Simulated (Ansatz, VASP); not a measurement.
BeHF3 in VASP and in Ansatz

```
Be H F
1.0
     3.44884    0.00000    0.00000
     0.00000    3.44884    0.00000
     0.00000    0.00000    3.44884
Be H F
1 1 3
Direct
  0.50000 0.50000 0.50000
  0.00000 0.00000 0.00000
  0.00000 0.50000 0.50000
  0.50000 0.00000 0.50000
  0.50000 0.50000 0.00000
```

Change from the starting cell: species swapped into the Ba3PbO type (Pm-3m, No. 221).

Alike in both runs: functional PBE; k mesh 6 × 6 × 6; occupations gaussian, width 0.1 eV; no spin polarisation.

Ansatz relaxed the structure, and its values are those at the end. VASP's run is a single point on that final structure, the one shown.

|  | VASP | Ansatz |
| --- | --- | --- |
| version | VASP 6.6.1 | Ansatz 0.2.0 |
| potentials or method | VASP PAW PBE potentials, release 64 (Be, H, F) | scalar-relativistic, plane waves, PAW |
| plane-wave cutoff (eV) | 520 | 420 |
| valence electrons in the cell | 24 | 24 |

```tsv
	VASP	Ansatz	Ansatz less VASP
gap on the k mesh at the Fermi level (eV)	none	none	-
pressure (GPa)	-0.1	0.1	+0.17
```

A gap of «none» marks a metal or a gap that the smearing closes. With one functional, cell and mesh, what is left measures potentials, basis and numerics.
